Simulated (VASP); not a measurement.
Computed with PBEsol GGA, VASP's PBE PAW potentials (set 64) (plane waves; VASP).

VASP ran on this input.

File POSCAR:
```
Ge
1
    0.0000000000     2.8319471054     2.8036276343
    2.8319471054     0.0000000000     2.8036276343
    2.8319471054     2.8319471054     0.0000000000
Ge
2
Direct
  0.0000000000   0.0000000000   0.0000000000
  0.2500000000   0.2500000000   0.2500000000
```

KPOINTS:
```
K-points
0
Gamma
 10 10 10
```

**INCAR**
```
SYSTEM = Ge
PREC = Accurate
ENCUT = 480
EDIFF = 1E-7
NELM = 100
ALGO = Normal
LREAL = .FALSE.
LASPH = .TRUE.
ISMEAR = 1
SIGMA = 0.1
GGA = PS
LMAXMIX = 4
LWAVE = .FALSE.
LCHARG = .FALSE.
ISIF = 2
```

POTCAR, in this order: Ge_d (PBE.64 set). Program: vasp_std.

What VASP printed:

**OSZICAR**
```
       N       E                     dE             d eps       ncg     rms          rms(c)
DAV:   1     0.156646553343E+03    0.15665E+03   -0.14792E+04  3748   0.404E+03
DAV:   2     0.997763177071E+01   -0.14667E+03   -0.14431E+03  3680   0.517E+02
DAV:   3    -0.942880528653E+01   -0.19406E+02   -0.19274E+02  4004   0.143E+02
DAV:   4    -0.100135711768E+02   -0.58477E+00   -0.58387E+00  4212   0.287E+01
DAV:   5    -0.100232043159E+02   -0.96331E-02   -0.96321E-02  4132   0.382E+00    0.330E+00
DAV:   6    -0.991986095727E+01    0.10334E+00   -0.39994E-02  4410   0.267E+00    0.190E+00
DAV:   7    -0.986651163179E+01    0.53349E-01   -0.76400E-02  3804   0.286E+00    0.162E-01
DAV:   8    -0.986760007189E+01   -0.10884E-02   -0.82416E-03  4130   0.147E+00    0.490E-02
DAV:   9    -0.986769341310E+01   -0.93341E-04   -0.32189E-04  4436   0.319E-01    0.146E-02
DAV:  10    -0.986770511352E+01   -0.11700E-04   -0.24296E-05  4080   0.567E-02    0.558E-03
DAV:  11    -0.986770658982E+01   -0.14763E-05   -0.23327E-06  4460   0.139E-02    0.127E-03
DAV:  12    -0.986770640811E+01    0.18171E-06   -0.49524E-07  4488   0.143E-02    0.305E-04
DAV:  13    -0.986770635997E+01    0.48143E-07   -0.10506E-08  1994   0.136E-03
   1 F= -.98677064E+01 E0= -.98677215E+01  d E =0.454076E-04
```

File OUTCAR:
```
------------------------ aborting loop because EDIFF is reached ----------------------------------------
  FORCE on cell =-STRESS in cart. coord.  units (eV):
  Direction    XX          YY          ZZ          XY          YZ          ZX
  --------------------------------------------------------------------------------------
  Total        0.1793292      0.1793292      0.3757865      0.0000000     -0.0000000      0.0000000
  in kB        6.3891180      6.3891180     13.3884762      0.0000000     -0.0000000      0.0000000
  external PRESSURE =       8.7222374 kB  Pullay stress =       0.0000000 kB
  volume of cell :       44.97
      direct lattice vectors                 reciprocal lattice vectors
     0.000000000  2.831947105  2.803627634    -0.176556970  0.176556970  0.178340374
     2.831947105  0.000000000  2.803627634     0.176556970 -0.176556970  0.178340374
     2.831947105  2.831947105  0.000000000     0.176556970  0.176556970 -0.178340374
 POSITION                                       TOTAL-FORCE (eV/Angst)
 -----------------------------------------------------------------------------------
      0.00000      0.00000      0.00000         0.000000      0.000000      0.000000
      1.41597      1.41597      1.40181        -0.000000     -0.000000      0.000000
 -----------------------------------------------------------------------------------
    total drift:                                0.000000      0.000000      0.000000
  FREE ENERGIE OF THE ION-ELECTRON SYSTEM (eV)
  ---------------------------------------------------
  free  energy   TOTEN  =        -9.8677063600 eV

  energy  without entropy=       -9.8677517675  energy(sigma->0) =       -9.86772150
```
(Selected blocks of OUTCAR.)

The compound is Ge in the diamond structure. This cell was strained or had an atom moved on purpose.
